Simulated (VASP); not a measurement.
Method: LDA (Ceperley-Alder, Perdew-Zunger), VASP's LDA PAW potentials (set 64) (plane waves; VASP).

Input for VASP

### KPOINTS
```
Automatic mesh
0
Gamma
8 8 8
0 0 0
```

POSCAR:
```
HfO2
1
    0.0000000000     2.4910312255     2.4910312255
    2.4910312255     0.0000000000     2.4910312255
    2.4910312255     2.4910312255    -0.0000000000
Hf O
1 2
Direct
  0.0000000000   0.0000000000   0.0000000000
  0.2500000000   0.2500000000   0.2500000000
  0.7500000000   0.7500000000   0.7500000000
```

### INCAR
```
# general
SYSTEM   = HfO2
PREC     = Accurate
ENCUT    = 520   # plane-wave cut-off (eV)
LREAL    = .FALSE.   # projection in real space or not
LASPH    = .TRUE.   # aspherical one-centre terms

# electronic loop
EDIFF    = 1E-8   # SCF stop (eV)
NELM     = 100
ALGO     = Normal
LMAXMIX  = 6   # l cut-off of mixed one-centre charges

# smearing
ISMEAR   = 0
SIGMA    = 0.01   # width (eV)

# ions
IBRION   = 8
NSW      = 1

# output
LWAVE    = .FALSE.
LCHARG   = .FALSE.

# other
LEPSILON = .TRUE.
```

POTCAR, in this order: Hf_pv O (LDA.64 set). Program: vasp_std.

Output of the run:

### OUTCAR
```
 ion  position               nearest neighbor table
   1  0.000  0.000  0.000-   3 2.16   3 2.16   3 2.16   2 2.16   3 2.16   2 2.16   2 2.16   2 2.16
  LATTYP: Found a face centered cubic cell.
 ALAT       =     4.9820624510
 Subroutine PRICEL returns:
 Original cell was already a primitive cell.
 Subroutine GETGRP returns: Found 48 space group operations
The static configuration has the point symmetry O_h .
The dynamic configuration has the point symmetry O_h .
 Subroutine INISYM returns: Found 48 space group operations
 Subroutine IBZKPT returns following result:
 Found     29 irreducible k-points:

 Following reciprocal coordinates:
            Coordinates               Weight
  0.000000  0.000000  0.000000      1.000000
  0.125000  0.000000  0.000000      8.000000
  0.250000  0.000000  0.000000      8.000000
  0.375000  0.000000  0.000000      8.000000
  0.500000  0.000000  0.000000      4.000000
  0.125000  0.125000  0.000000      6.000000
  0.250000  0.125000  0.000000     24.000000
  0.375000  0.125000  0.000000     24.000000
  0.500000  0.125000  0.000000     24.000000
 -0.375000  0.125000  0.000000     24.000000
 -0.250000  0.125000  0.000000     24.000000
 -0.125000  0.125000  0.000000     12.000000
  0.250000  0.250000  0.000000      6.000000
  0.375000  0.250000  0.000000     24.000000
  0.500000  0.250000  0.000000     24.000000
 -0.375000  0.250000  0.000000     24.000000
 -0.250000  0.250000  0.000000     12.000000
  0.375000  0.375000  0.000000      6.000000
  0.500000  0.375000  0.000000     24.000000
 -0.375000  0.375000  0.000000     12.000000
  0.500000  0.500000  0.000000      3.000000
  0.375000  0.250000  0.125000     24.000000
  0.500000  0.250000  0.125000     48.000000
 -0.375000  0.250000  0.125000     24.000000
  0.500000  0.375000  0.125000     24.000000
...
```

File OSZICAR:
```
...
RMM:   2    -0.409997610869E+00   -0.53310E-02   -0.13863E-02  1447   0.762E-01
RMM:   3    -0.410230415087E+00   -0.23280E-03   -0.45172E-04  1438   0.801E-02
RMM:   4    -0.410244878559E+00   -0.14463E-04   -0.19552E-05  1486   0.154E-02
RMM:   5    -0.410245693925E+00   -0.81537E-06   -0.20157E-06  1378   0.330E-03
RMM:   6    -0.410245795448E+00   -0.10152E-06   -0.13270E-07  1174   0.809E-04
RMM:   7    -0.410245801832E+00   -0.63833E-08   -0.19694E-08   865   0.236E-04
 Linear response to external field, progress :
  Direction:   1
       N       E                     dE             d eps       ncg     rms          rms(c)
RMM:   1    -0.379793250996E+00   -0.37979E+00   -0.15559E+00  3431   0.432E+00
RMM:   2    -0.387643183973E+00   -0.78499E-02   -0.12756E-02  2976   0.754E-01    0.167E+00
RMM:   3    -0.377832094129E+00    0.98111E-02   -0.79338E-03  2699   0.719E-01    0.863E-01
RMM:   4    -0.383903898290E+00   -0.60718E-02   -0.87998E-03  2911   0.752E-01    0.168E-01
RMM:   5    -0.385611920454E+00   -0.17080E-02   -0.30663E-04  2867   0.141E-01    0.831E-02
RMM:   6    -0.386465688082E+00   -0.85377E-03   -0.19155E-05  2999   0.355E-02    0.351E-02
RMM:   7    -0.386541909150E+00   -0.76221E-04   -0.15224E-06  2937   0.934E-03    0.501E-03
RMM:   8    -0.386549151264E+00   -0.72421E-05   -0.96154E-08  3102   0.223E-03    0.151E-03
RMM:   9    -0.386549292593E+00   -0.14133E-06   -0.12360E-08  3035   0.522E-04    0.658E-04
RMM:  10    -0.386550661359E+00   -0.13688E-05    0.12033E-08  2569   0.138E-04    0.371E-05
RMM:  11    -0.386550363283E+00    0.29808E-06   -0.14376E-08  1310   0.470E-05    0.229E-05
RMM:  12    -0.386550258762E+00    0.10452E-06   -0.16398E-08  1008   0.490E-05    0.992E-06
 Linear response to external field, progress :
  Direction:   2
       N       E                     dE             d eps       ncg     rms          rms(c)
RMM:   1    -0.379741361663E+00   -0.37974E+00   -0.15553E+00  3435   0.432E+00
RMM:   2    -0.387636524030E+00   -0.78952E-02   -0.12842E-02  2976   0.756E-01    0.167E+00
RMM:   3    -0.377825178704E+00    0.98113E-02   -0.79528E-03  2701   0.720E-01    0.863E-01
RMM:   4    -0.383882547095E+00   -0.60574E-02   -0.87811E-03  2910   0.751E-01    0.168E-01
RMM:   5    -0.385609227062E+00   -0.17267E-02   -0.31008E-04  2870   0.141E-01    0.830E-02
RMM:   6    -0.386453070283E+00   -0.84384E-03   -0.18931E-05  2998   0.353E-02    0.354E-02
RMM:   7    -0.386530087217E+00   -0.77017E-04   -0.15221E-06  2934   0.938E-03    0.502E-03
RMM:   8    -0.386537739851E+00   -0.76526E-05   -0.97282E-08  3102   0.227E-03    0.161E-03
RMM:   9    -0.386537897980E+00   -0.15813E-06   -0.54264E-09  3037   0.529E-04    0.684E-04
RMM:  10    -0.386539289250E+00   -0.13913E-05   -0.53538E-08  2590   0.142E-04    0.409E-05
RMM:  11    -0.386538986564E+00    0.30269E-06    0.78219E-09  1309   0.477E-05    0.247E-05
RMM:  12    -0.386538880454E+00    0.10611E-06    0.63075E-09  1043   0.509E-05    0.117E-05
RMM:  13    -0.386538931833E+00   -0.51380E-07   -0.12807E-09   816   0.456E-05    0.993E-07
 Linear response to external field, progress :
  Direction:   3
       N       E                     dE             d eps       ncg     rms          rms(c)
RMM:   1    -0.379709894142E+00   -0.37971E+00   -0.15550E+00  3426   0.432E+00
RMM:   2    -0.387642175348E+00   -0.79323E-02   -0.12810E-02  2968   0.756E-01    0.167E+00
RMM:   3    -0.377830109193E+00    0.98121E-02   -0.79465E-03  2699   0.720E-01    0.863E-01
RMM:   4    -0.383898670981E+00   -0.60686E-02   -0.87943E-03  2909   0.752E-01    0.168E-01
RMM:   5    -0.385610171894E+00   -0.17115E-02   -0.30677E-04  2862   0.141E-01    0.833E-02
RMM:   6    -0.386463476615E+00   -0.85330E-03   -0.19069E-05  3001   0.354E-02    0.352E-02
RMM:   7    -0.386540240567E+00   -0.76764E-04   -0.15106E-06  2931   0.931E-03    0.505E-03
RMM:   8    -0.386547744431E+00   -0.75039E-05   -0.93617E-08  3095   0.222E-03    0.151E-03
RMM:   9    -0.386547884706E+00   -0.14027E-06    0.17241E-09  3028   0.523E-04    0.656E-04
RMM:  10    -0.386549275487E+00   -0.13908E-05   -0.49399E-08  2585   0.138E-04    0.376E-05
RMM:  11    -0.386548960587E+00    0.31490E-06   -0.86311E-09  1285   0.464E-05    0.226E-05
RMM:  12    -0.386548856448E+00    0.10414E-06   -0.12921E-08  1009   0.480E-05    0.991E-06
 Linear response DOF=           2
 Linear response progress:
  Degree of freedom:   1/  2
       N       E                     dE             d eps       ncg     rms          rms(c)
RMM:   1    -0.230009801079E+00   -0.23001E+00    0.22439E+00  2209   0.108E+01
RMM:   2    -0.222047903151E+00    0.79619E-02   -0.31238E-02  2680   0.131E+00    0.113E+00
RMM:   3    -0.221386671253E+00    0.66123E-03   -0.11773E-03  3085   0.188E-01    0.649E-01
RMM:   4    -0.220664757235E+00    0.72191E-03   -0.16271E-04  3357   0.860E-02    0.210E-01
RMM:   5    -0.220439646182E+00    0.22511E-03   -0.17363E-05  3638   0.263E-02    0.312E-02
RMM:   6    -0.220463222224E+00   -0.23576E-04   -0.34167E-06  3346   0.118E-02    0.215E-02
RMM:   7    -0.220463613349E+00   -0.39113E-06   -0.85410E-06  3693   0.279E-03    0.150E-02
RMM:   8    -0.220461174712E+00    0.24386E-05   -0.11592E-05  3429   0.119E-03    0.765E-04
RMM:   9    -0.220461318263E+00   -0.14355E-06   -0.83183E-06  3669   0.390E-04    0.259E-04
RMM:  10    -0.220461448715E+00   -0.13045E-06   -0.38490E-06  3784   0.151E-04    0.262E-05
RMM:  11    -0.220461461313E+00   -0.12597E-07   -0.18711E-06  3836   0.680E-05    0.432E-05
RMM:  12    -0.220461463521E+00   -0.22087E-08   -0.98073E-07  3724   0.328E-05    0.404E-05
RMM:  13    -0.220461471801E+00   -0.82797E-08   -0.51009E-07  3233   0.185E-05    0.365E-05
RMM:  14    -0.220461483366E+00   -0.11565E-07   -0.26060E-07  2935   0.116E-05    0.569E-06
RMM:  15    -0.220461480229E+00    0.31369E-08   -0.12738E-07  2496   0.799E-06    0.138E-06
RMM:  16    -0.220461480366E+00   -0.13679E-09   -0.62562E-08  2155   0.610E-06    0.223E-06
 Linear response progress:
  Degree of freedom:   2/  2
       N       E                     dE             d eps       ncg     rms          rms(c)
RMM:   1    -0.371757537261E+00   -0.37176E+00    0.20406E-01  5866   0.430E+00
RMM:   2    -0.357701113507E+00    0.14056E-01   -0.15576E-02  4547   0.848E-01    0.873E-01
RMM:   3    -0.359076799327E+00   -0.13757E-02   -0.12406E-03  4367   0.235E-01    0.518E-01
RMM:   4    -0.361236268772E+00   -0.21595E-02   -0.87219E-04  4268   0.215E-01    0.494E-02
RMM:   5    -0.361024003307E+00    0.21227E-03   -0.47569E-05  4901   0.438E-02    0.317E-02
RMM:   6    -0.360953941002E+00    0.70062E-04   -0.24997E-06  4920   0.976E-03    0.264E-02
RMM:   7    -0.360956340346E+00   -0.23993E-05   -0.14268E-07  4908   0.248E-03    0.134E-02
RMM:   8    -0.360938888157E+00    0.17452E-04   -0.10852E-07  4474   0.236E-03    0.204E-03
RMM:   9    -0.360941814431E+00   -0.29263E-05   -0.44446E-09  5076   0.507E-04    0.619E-04
RMM:  10    -0.360941545980E+00    0.26845E-06   -0.46318E-10  5217   0.156E-04    0.220E-04
RMM:  11    -0.360941432071E+00    0.11391E-06   -0.26511E-08  5114   0.659E-05    0.127E-04
RMM:  12    -0.360941276351E+00    0.15572E-06   -0.13218E-08  4897   0.272E-05    0.228E-05
RMM:  13    -0.360941265143E+00    0.11208E-07   -0.21579E-08  5329   0.121E-05    0.745E-06
RMM:  14    -0.360941268109E+00   -0.29653E-08   -0.46900E-09  4520   0.610E-06    0.842E-06
 Linear response finished
```

**OUTCAR**
```
------------------------ aborting loop because EDIFF is reached ----------------------------------------

 HEAD OF MICROSCOPIC STATIC DIELECTRIC TENSOR (INDEPENDENT PARTICLE, excluding Hartree and local field effects)
 ------------------------------------------------------
           5.541086    -0.000000    -0.000000
           0.000000     5.541086     0.000000
           0.000000     0.000000     5.541086
 ------------------------------------------------------

 MACROSCOPIC STATIC DIELECTRIC TENSOR (including local field effects in DFT)
 ------------------------------------------------------
           5.335706    -0.000000    -0.000000
           0.000000     5.335706    -0.000000
           0.000000     0.000000     5.335706
 ------------------------------------------------------

 PIEZOELECTRIC TENSOR (including local field effects)  for field in x, y, z        (e  Angst)
          XX          YY          ZZ          XY          YZ          ZX
  --------------------------------------------------------------------------------
  x     0.00000     0.00000     0.00000     0.00000     0.00000     0.00000
  y     0.00000     0.00000     0.00000     0.00000     0.00000     0.00000
  z     0.00000     0.00000     0.00000     0.00000     0.00000     0.00000

 PIEZOELECTRIC TENSOR (including local field effects)  for field in x, y, z        (C/m^2)
          XX          YY          ZZ          XY          YZ          ZX
  --------------------------------------------------------------------------------
  x     0.00000     0.00000     0.00000     0.00000     0.00000     0.00000
  y     0.00000     0.00000     0.00000     0.00000     0.00000     0.00000
  z     0.00000     0.00000     0.00000     0.00000     0.00000     0.00000

 BORN EFFECTIVE CHARGES (including local field effects) (in |e|, cummulative output)
 ---------------------------------------------------------------------------------
 ion    1
    1     5.55475     0.00000     0.00000
    2     0.00000     5.55475     0.00000
    3     0.00000     0.00000     5.55475
 ion    2
    1    -2.77737     0.00000     0.00000
    2     0.00000    -2.77737     0.00000
    3     0.00000     0.00000    -2.77737
 ion    3
    1    -2.77737     0.00000     0.00000
    2     0.00000    -2.77737     0.00000
    3     0.00000     0.00000    -2.77737

   1 f  =   18.157003 THz   114.083817 2PiTHz  605.652440 cm-1    75.091298 meV
             X         Y         Z           dx          dy          dz
      0.000000  0.000000  0.000000    -0.000000   -0.000000    0.000000
      1.245516  1.245516  1.245516    -0.000000   -0.000000   -0.707107
      3.736547  3.736547  3.736547     0.000000    0.000000    0.707107

   2 f  =   18.157003 THz   114.083817 2PiTHz  605.652440 cm-1    75.091298 meV
             X         Y         Z           dx          dy          dz
      0.000000  0.000000  0.000000     0.000000   -0.000000    0.000000
      1.245516  1.245516  1.245516    -0.705828    0.042504    0.000000
      3.736547  3.736547  3.736547     0.705828   -0.042504   -0.000000

   3 f  =   18.157003 THz   114.083817 2PiTHz  605.652440 cm-1    75.091298 meV
             X         Y         Z           dx          dy          dz
      0.000000  0.000000  0.000000    -0.000000   -0.000000    0.000000
      1.245516  1.245516  1.245516     0.042504    0.705828   -0.000000
      3.736547  3.736547  3.736547    -0.042504   -0.705828    0.000000

   4 f  =    7.790372 THz    48.948350 2PiTHz  259.858836 cm-1    32.218375 meV
             X         Y         Z           dx          dy          dz
      0.000000  0.000000  0.000000     0.070738   -0.036269    0.381437
      1.245516  1.245516  1.245516    -0.118230    0.060619   -0.637526
      3.736547  3.736547  3.736547    -0.118230    0.060619   -0.637526

   5 f  =    7.790372 THz    48.948350 2PiTHz  259.858836 cm-1    32.218375 meV
             X         Y         Z           dx          dy          dz
      0.000000  0.000000  0.000000    -0.376771    0.063940    0.075953
      1.245516  1.245516  1.245516     0.629728   -0.106868   -0.126945
      3.736547  3.736547  3.736547     0.629728   -0.106868   -0.126945

   6 f  =    7.790372 THz    48.948350 2PiTHz  259.858836 cm-1    32.218375 meV
             X         Y         Z           dx          dy          dz
      0.000000  0.000000  0.000000     0.069665    0.382636    0.023463
      1.245516  1.245516  1.245516    -0.116437   -0.639529   -0.039216
      3.736547  3.736547  3.736547    -0.116437   -0.639529   -0.039216

   7 f/i=    0.002305 THz     0.014482 2PiTHz    0.076880 cm-1     0.009532 meV
             X         Y         Z           dx          dy          dz
      0.000000  0.000000  0.000000    -0.110035    0.088141   -0.910115
      1.245516  1.245516  1.245516    -0.032917    0.026368   -0.272265
      3.736547  3.736547  3.736547    -0.032917    0.026368   -0.272265

   8 f/i=    0.002305 THz     0.014482 2PiTHz    0.076880 cm-1     0.009532 meV
             X         Y         Z           dx          dy          dz
      0.000000  0.000000  0.000000     0.913577    0.048845   -0.105723
      1.245516  1.245516  1.245516     0.273300    0.014612   -0.031627
      3.736547  3.736547  3.736547     0.273300    0.014612   -0.031627

   9 f/i=    0.002305 THz     0.014482 2PiTHz    0.076880 cm-1     0.009532 meV
             X         Y         Z           dx          dy          dz
      0.000000  0.000000  0.000000    -0.038151    0.915441    0.093269
      1.245516  1.245516  1.245516    -0.011413    0.273858    0.027902
      3.736547  3.736547  3.736547    -0.011413    0.273858    0.027902

 MACROSCOPIC STATIC DIELECTRIC TENSOR IONIC CONTRIBUTION
 ------------------------------------------------------
          26.825518    -0.000000     0.000000
          -0.000000    26.825518    -0.000000
           0.000000    -0.000000    26.825518
 ------------------------------------------------------

 ELASTIC MODULI CONTR FROM IONIC RELAXATION (kBar)
 Direction    XX          YY          ZZ          XY          YZ          ZX
 --------------------------------------------------------------------------------
 XX          -0.0000      0.0000      0.0000     -0.0000      0.0000     -0.0000
...
```
(Selected blocks of OUTCAR.)

The compound is HfO2 in the fluorite structure, the high-temperature cubic form, which is unstable at 0 K; the monoclinic form is the stable one. It was relaxed first, which changed the volume by -6 %.
